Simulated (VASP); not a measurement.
Data:

```
CELL_PARAMETERS angstrom
      0.00000     3.09453     3.09453
      3.09453     0.00000     3.09453
      3.09453     3.09453     0.00000
ATOMIC_POSITIONS crystal
  In 0.00000 0.00000 0.00000
  As 0.25000 0.25000 0.25000
```

Computed with PBE GGA, VASP's PBE PAW potentials (set 64) (plane waves; VASP 6.6.1). Numerical set-up: 520 eV cut-off, Gaussian smearing of 0.050 eV, potentials In_d As.

Unless said otherwise, spin-orbit coupling is left out, though it shifts the bands of the heavy elements here.

Problem. What does the run give for the band gap (along the path) with the smallest direct gap where there is one?

Solution. 
```yaml
band gap (along the path): none (metal, semimetal or under 0.01 eV)
```

Total energies compare only between runs with the same potentials, cut-off and functional.

The compound is InAs in the zinc blende structure. It was relaxed first, which changed the volume by +7 %.
